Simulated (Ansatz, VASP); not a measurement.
# Na12CO: VASP beside Ansatz

The input INCAR:

```
ALGO = Fast
DIPOL = 0.5 0.5 0.317
EDIFF = 1E-6
ENCUT = 520
GGA = PE
IDIPOL = 3
ISIF = 2
ISMEAR = 0
LASPH = True
LCHARG = False
LDIPOL = True
LREAL = False
LWAVE = False
NBANDS = 60
NELM = 100
PREC = Accurate
SIGMA = 0.1
```

File KPOINTS:

```
k-points
0
Gamma
  3 3 1
```

File POSCAR:

```
Na12CO
1.0
    8.3906381142      0.0000000000      0.0000000000
    0.0000000000      8.3906381142      0.0000000000
    0.0000000000      0.0000000000     22.3453190567
Na C O
12 1 1
Direct
    0.2500000000      0.2500000000      0.1790084084
    0.2500000000      0.7500000000      0.1790084084
    0.7500000000      0.2500000000      0.1790084084
    0.7500000000      0.7500000000      0.1790084084
    0.0000000000      0.0000000000      0.2728830818
    0.0000000000      0.5000000000      0.2728830818
    0.5000000000      0.0000000000      0.2728830818
    0.5000000000      0.5000000000      0.2728830818
    0.2500000000      0.2500000000      0.3667577552
    0.2500000000      0.7500000000      0.3667577552
    0.7500000000      0.2500000000      0.3667577552
    0.7500000000      0.7500000000      0.3667577552
    0.2500000000      0.2500000000      0.5560591471
    0.2500000000      0.2500000000      0.6075240645
```

Input for Ansatz:

```yaml
crystal:
  lattice:
    - [8.3906381142, 0.0, 0.0]
    - [0.0, 8.3906381142, 0.0]
    - [0.0, 0.0, 22.3453190567]
  atoms:
    - { symbol: Na, position: [0.25, 0.25, 0.1790084084] }
    - { symbol: Na, position: [0.25, 0.75, 0.1790084084] }
    - { symbol: Na, position: [0.75, 0.25, 0.1790084084] }
    - { symbol: Na, position: [0.75, 0.75, 0.1790084084] }
    - { symbol: Na, position: [0.0, 0.0, 0.2728830818] }
    - { symbol: Na, position: [0.0, 0.5, 0.2728830818] }
    - { symbol: Na, position: [0.5, 0.0, 0.2728830818] }
    - { symbol: Na, position: [0.5, 0.5, 0.2728830818] }
    - { symbol: Na, position: [0.25, 0.25, 0.3667577552] }
    - { symbol: Na, position: [0.25, 0.75, 0.3667577552] }
    - { symbol: Na, position: [0.75, 0.25, 0.3667577552] }
    - { symbol: Na, position: [0.75, 0.75, 0.3667577552] }
    - { symbol: C, position: [0.25, 0.25, 0.5560591471] }
    - { symbol: O, position: [0.25, 0.25, 0.6075240645] }
basis:
  ecutwfc: 420
kpoints:
  mp_grid: { grid: [3, 3, 1] }
hamiltonian:
  xc: pbe
scf:
  occupations: { method: gaussian, width: 0.1 }
output:
  forces: true
  eigenvalues: true
efield:
  axis: 3
  dipole_correction: true
  ramp_width: 0.04
```

Alike in both runs: task single point; functional PBE; k mesh 3 × 3 × 1; occupations gaussian, width 0.1 eV; no spin polarisation.

```csv
,VASP,Ansatz
version,VASP 6.6.1,Ansatz 0.2.0
potentials or method,"VASP PAW PBE potentials, release 64 (Na_pv, C, O)","scalar-relativistic, plane waves, PAW"
plane-wave cutoff (eV),520,420
valence electrons in the cell,94,118
```

|  | VASP | Ansatz | Ansatz less VASP |
| --- | --- | --- | --- |
| gap on the k mesh at the Fermi level (eV) | 0.02 | 0.02 | 0.000 |
| least direct gap on the mesh (eV) | 0.02 | 0.02 | 0.000 |
| rms of the force components (eV/Å) | 0.125 | 0.310 | +0.1852 |

Atom by atom the forces differ by 0.185 eV/Å (rms over components). One of these differences is far larger than is usual between the two programs; its cause wasn't traced. With one functional, cell and mesh, what is left measures potentials, basis and numerics. The two sets of potentials don't hold the same shells in valence. Ansatz warned: «vacuum_density_over_bound».

Caveats: the standard files for N, O and F lose accuracy on very short bonds.
